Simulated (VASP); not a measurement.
Method: MS2 meta-GGA, VASP's PBE PAW potentials (set 64) (plane waves; VASP).

VASP input:

File KPOINTS_OPT:
```
k-points along high-symmetry lines
10
Line-mode
Reciprocal
  0.000000   0.000000   0.000000 ! GAMMA
 -0.500000  -0.500000   0.000000 ! X

 -0.500000  -0.500000   0.000000 ! X
 -0.375000  -0.375000   0.250000 ! U

 -0.375000  -0.000000   0.375000 ! K
  0.000000   0.000000   0.000000 ! GAMMA

  0.000000   0.000000   0.000000 ! GAMMA
 -0.000000  -0.000000   0.500000 ! L

 -0.000000  -0.000000   0.500000 ! L
 -0.500000  -0.250000   0.250000 ! W

 -0.500000  -0.250000   0.250000 ! W
 -0.500000  -0.500000   0.000000 ! X
```

KPOINTS:
```
Automatic mesh
0
Gamma
11 11 11
0 0 0
```

File POSCAR:
```
BAs
3.3773380
  0.0000000000   0.7071068371   0.7071068371
  0.7071068371   0.0000000000   0.7071068371
  0.7071068371   0.7071068371   0.0000000000
B As
1 1
Cart
  0.0000000000   0.0000000000   0.0000000000
  0.3535534186   0.3535534186   0.3535534186
```

**INCAR**
```
EDIFF = 1E-7
LASPH = T
LORBIT = 11   # lm-projected
PREC = Accurate
LWAVE = F
ISIF = 2   # forces and stress, cell fixed
ENCUT = 520
LCHARG = F
LMAXMIX = 4   # l cut-off of mixed one-centre charges
ISMEAR = -5   # tetrahedra, Bloechl
NEDOS = 601
SYSTEM = BAs
LMIXTAU = T
ALGO = Normal   # blocked Davidson
LREAL = F
NELM = 100   # most electronic steps
METAGGA = MS2
```

POTCAR, in this order: B As (PBE.64 set). Program: vasp_std.

What VASP printed:

**OSZICAR**
```
       N       E                     dE             d eps       ncg     rms          rms(c)
DAV:   1     0.456559663076E+00    0.45656E+00   -0.36008E+03   896   0.831E+02
DAV:   2    -0.216041960269E+02   -0.22061E+02   -0.21737E+02  1288   0.994E+01
DAV:   3    -0.218528546706E+02   -0.24866E+00   -0.24866E+00  1032   0.151E+01
DAV:   4    -0.218530405166E+02   -0.18585E-03   -0.18585E-03  1288   0.432E-01
DAV:   5    -0.218530405486E+02   -0.31954E-07   -0.31954E-07  1056   0.389E-03    0.571E+00
DAV:   6    -0.140451140619E+02    0.78079E+01   -0.39231E+00   912   0.143E+01    0.252E+00
DAV:   7    -0.140301665684E+02    0.14947E-01   -0.33809E-01  1072   0.625E+00    0.125E+00
DAV:   8    -0.142025196755E+02   -0.17235E+00   -0.47015E-01  1080   0.607E+00    0.539E-01
DAV:   9    -0.141987652323E+02    0.37544E-02   -0.19162E-02  1064   0.142E+00    0.338E-01
DAV:  10    -0.142062407094E+02   -0.74755E-02   -0.96599E-02   896   0.390E+00    0.175E-01
DAV:  11    -0.142094272878E+02   -0.31866E-02   -0.22426E-02   896   0.227E+00    0.122E-01
DAV:  12    -0.142093849846E+02    0.42303E-04   -0.32476E-03   896   0.741E-01    0.656E-02
DAV:  13    -0.142094830142E+02   -0.98030E-04   -0.14223E-03   960   0.558E-01    0.136E-02
DAV:  14    -0.142094280697E+02    0.54945E-04   -0.13213E-04  1064   0.141E-01    0.593E-03
DAV:  15    -0.142094604276E+02   -0.32358E-04   -0.93362E-06   960   0.432E-02    0.284E-03
DAV:  16    -0.142094521843E+02    0.82433E-05   -0.41316E-06   936   0.303E-02    0.147E-03
DAV:  17    -0.142094589532E+02   -0.67689E-05   -0.12766E-06   928   0.172E-02    0.353E-04
DAV:  18    -0.142094575034E+02    0.14498E-05   -0.10715E-07  1032   0.509E-03    0.307E-04
DAV:  19    -0.142094584972E+02   -0.99376E-06   -0.18969E-08   472   0.182E-03    0.115E-04
DAV:  20    -0.142094577155E+02    0.78169E-06   -0.80270E-09   448   0.117E-03    0.278E-05
DAV:  21    -0.142094578401E+02   -0.12465E-06   -0.11843E-09   448   0.444E-04    0.247E-05
DAV:  22    -0.142094577789E+02    0.61198E-07   -0.15991E-10   448   0.163E-04
   1 F= -.14209458E+02 E0= -.14209458E+02  d E =0.000000E+00
       N       E                     dE             ncg
       N       E                     dE             ncg
```

OUTCAR:
```
------------------------ aborting loop because EDIFF is reached ----------------------------------------
  FORCE on cell =-STRESS in cart. coord.  units (eV):
  Direction    XX          YY          ZZ          XY          YZ          ZX
  --------------------------------------------------------------------------------------
  Total        0.0016391      0.0016391      0.0016391      0.0000000      0.0000000      0.0000000
  in kB        0.0964078      0.0964078      0.0964078      0.0000000      0.0000000      0.0000000
  external PRESSURE =       0.0964078 kB  Pullay stress =       0.0000000 kB
  volume of cell :       27.24
      direct lattice vectors                 reciprocal lattice vectors
     0.000000000  2.388138791  2.388138791    -0.209368066  0.209368066  0.209368066
     2.388138791  0.000000000  2.388138791     0.209368066 -0.209368066  0.209368066
     2.388138791  2.388138791  0.000000000     0.209368066  0.209368066 -0.209368066
  FREE ENERGIE OF THE ION-ELECTRON SYSTEM (eV)
  ---------------------------------------------------
  free  energy   TOTEN  =       -14.2094577789 eV

  energy  without entropy=      -14.2094577789  energy(sigma->0) =      -14.20945778

 total charge

# of ion       s       p       d       tot
------------------------------------------
    1        0.659   1.176   0.000   1.835
    2        1.158   1.685   0.096   2.939
--------------------------------------------------
tot          1.817   2.861   0.096   4.774
```
(Selected blocks of OUTCAR.)

OUTCAR:
```
 val. band max:        5.8481564541   @ k =   0.0000   0.0000   0.0000

 cond. band min:       7.4265173785   @ k =   0.3636   0.3636   0.0000


 Fermi energy:         5.8790959425

 k-point     1 :       0.0000    0.0000    0.0000
  band No.  band energies     occupation
      1      -9.7518      2.00000
      2       5.8482      2.00000
      3       5.8482      2.00000
      4       5.8482      2.00000
      5       9.7450      0.00000
      6       9.7450      0.00000
      7       9.7450      0.00000
      8      11.4201      0.00000

 k-point     2 :       0.0909    0.0000    0.0000
  band No.  band energies     occupation
      1      -9.6123      2.00000
      2       4.7094      2.00000
      3       5.6130      2.00000
      4       5.6130      2.00000
      5       9.8717      0.00000
      6      10.0695      0.00000
      7      10.0695      0.00000
      8      12.0642      0.00000

 k-point     3 :       0.1818    0.0000    0.0000
  band No.  band energies     occupation
      1      -9.1992      2.00000
      2       2.5846      2.00000
      3       5.1187      2.00000
      4       5.1187      2.00000
      5       9.6904      0.00000
      6      10.7250      0.00000
      7      10.7250      0.00000
      8      13.4372      0.00000

 k-point     4 :       0.2727    0.0000    0.0000
  band No.  band energies     occupation
      1      -8.5352      2.00000
      2       0.4142      2.00000
      3       4.6332      2.00000
      4       4.6332      2.00000
      5       9.4124      0.00000
      6      11.1858      0.00000
      7      11.1858      0.00000
      8      14.6437      0.00000

 k-point     5 :       0.3636    0.0000    0.0000
  band No.  band energies     occupation
      1      -7.6908      2.00000
      2      -1.4951      2.00000
      3       4.2765      2.00000
      4       4.2765      2.00000
      5       9.2007      0.00000
      6      11.2745      0.00000
      7      11.2745      0.00000
...
```

The compound is BAs in the zinc blende structure. It was relaxed first.
